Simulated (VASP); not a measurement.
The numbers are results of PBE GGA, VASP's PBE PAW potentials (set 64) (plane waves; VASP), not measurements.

A VASP calculation is set up with these files.

### POSCAR
```
CdF2
1.0
  0.0000000000   2.7489000000   2.7489000000
  2.7489000000   0.0000000000   2.7489000000
  2.7489000000   2.7489000000   0.0000000000
Cd F
1 2
direct
  0.0000000000   0.0000000000   0.0000000000
  0.2500000000   0.2500000000   0.2500000000
  0.7500000000   0.7500000000   0.7500000000
```

File KPOINTS:
```
Automatic mesh
0
Gamma
6 6 6
0 0 0
```

### INCAR
```
EDIFF=1E-6   # SCF stop (eV)
LASPH=T
NELM=100
SIGMA=0.05   # width (eV)
NBANDS=21
LMAXMIX=4
ISMEAR=0   # Gaussian
ISIF=2
ENCUT=520   # plane-wave cut-off (eV)
PREC=Accurate
LWAVE=F
LCHARG=F
ALGO=Normal   # blocked Davidson
LREAL=F   # projection in real space or not
SYSTEM=CdF2
GGA=PE
```

POTCAR, in this order: Cd F (PBE.64 set). Program: vasp_std.

### Question
Predict the energy per atom (σ→0).

### Answer

The energy per atom (σ→0) comes out as -3.635 eV/atom.

**OSZICAR**
```
...
DAV:   8    -0.109161482843E+02    0.10490E-01   -0.16283E-01   717   0.350E+00    0.770E-01
DAV:   9    -0.109053845822E+02    0.10764E-01   -0.39017E-02   795   0.221E+00    0.976E-02
DAV:  10    -0.109059503327E+02   -0.56575E-03   -0.30716E-03   692   0.609E-01    0.131E-01
DAV:  11    -0.109060628169E+02   -0.11248E-03   -0.20972E-04   747   0.135E-01    0.468E-02
DAV:  12    -0.109060842251E+02   -0.21408E-04   -0.61529E-05   692   0.629E-02    0.187E-02
DAV:  13    -0.109060854965E+02   -0.12714E-05   -0.58033E-06   747   0.193E-02    0.491E-03
DAV:  14    -0.109060854467E+02    0.49823E-07   -0.74359E-07   554   0.106E-02
   1 F= -.10906085E+02 E0= -.10906085E+02  d E =-.420209E-19
```

The compound is CdF2 in the fluorite structure. The cell was not relaxed at this level. The run is one of a series of settings (NBANDS = 21 against the base run), some of them coarse on purpose.
